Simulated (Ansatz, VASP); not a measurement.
# One calculation of ZrOs3, two programs

Contents of run.py:

```python
from ase.calculators.vasp import Vasp
from ase.dft.bandgap import bandgap
from ase.spacegroup import crystal

atoms = crystal(
    ['Os', 'Zr'],
    basis=[[0.0, 0.5, 0.5], [0.0, 0.0, 0.0]],
    spacegroup=221,
    setting=1,
    cellpar=[3.996587, 3.996587, 3.996587, 90.0, 90.0, 90.0],
    primitive_cell=True,
)
calc = Vasp(
    directory='calc',
    xc='rpbe',
    pp='PBE',
    setups='gw',
    prec='Accurate',
    encut=550,
    ediff=1e-07,
    ismear=0,
    sigma=0.05,
    lreal=False,
    lasph=True,
    nelm=100,
    algo='Normal',
    isif=2,
    lwave=False,
    lcharg=False,
    kpts=[7, 7, 7],
    gamma=True,
)
atoms.calc = calc

print('energy (eV):', atoms.get_potential_energy())
print('free energy (eV):', atoms.get_potential_energy(force_consistent=True))
print('forces (eV/A):')
print(atoms.get_forces())
print('stress (eV/A^3, Voigt):', atoms.get_stress())
print('Fermi level (eV):', calc.get_fermi_level())
gap, top, bottom = bandgap(calc)
print('band gap (eV):', gap, 'from (spin, k, band)', top, 'to', bottom)
```

Contents of input.yaml:

```yaml
crystal:
  lattice:
    - [3.996587, 0.0, 0.0]
    - [0.0, 3.996587, 0.0]
    - [0.0, 0.0, 3.996587]
  atoms:
    - { symbol: Os, position: [0.0, 0.5, 0.5] }
    - { symbol: Os, position: [0.5, 0.0, 0.5] }
    - { symbol: Os, position: [0.5, 0.5, 0.0] }
    - { symbol: Zr, position: [0.0, 0.0, 0.0] }
hamiltonian:
  xc: rpbe
  pseudopotentials: { kind: paw }
kpoints:
  mp_grid: { grid: [7, 7, 7] }
scf:
  occupations: { method: gaussian, width: 0.05 }
output:
  forces: true
  stress: true
  eigenvalues: true
```

The cell comes from a database or a generator and needn't be the stable form of this composition.

Alike in both runs: task single point; functional RPBE; k mesh 7 × 7 × 7; occupations gaussian, width 0.05 eV; no spin polarisation.

|  | VASP | Ansatz |
| --- | --- | --- |
| version | VASP 6.6.1 | Ansatz 0.2.0 |
| potentials or method | VASP PAW PBE potentials, release 64 (Os_sv_GW, Zr_sv_GW) | Ansatz PAW |
| plane-wave cutoff (eV) | 550 | 420 |
| valence electrons in the cell | 60 | 60 |

Ansatz gave:

- gap on the k mesh at the Fermi level (eV): none
- pressure (GPa): 1.3

Question: Estimate VASP's values.

Answer: gap on the k mesh at the Fermi level (eV): none; pressure (GPa): -0.1.

A gap of «none» marks a metal or a gap that the smearing closes.

Caveats: the PAW data sets were made with another functional, which shifts forces and pressure a little (VASP); the PAW data sets come from PBE, with cores solved anew for the run's functional, which leaves a small shift of forces and pressure (Ansatz). Spin-orbit coupling is left out, which matters for the levels of Os.
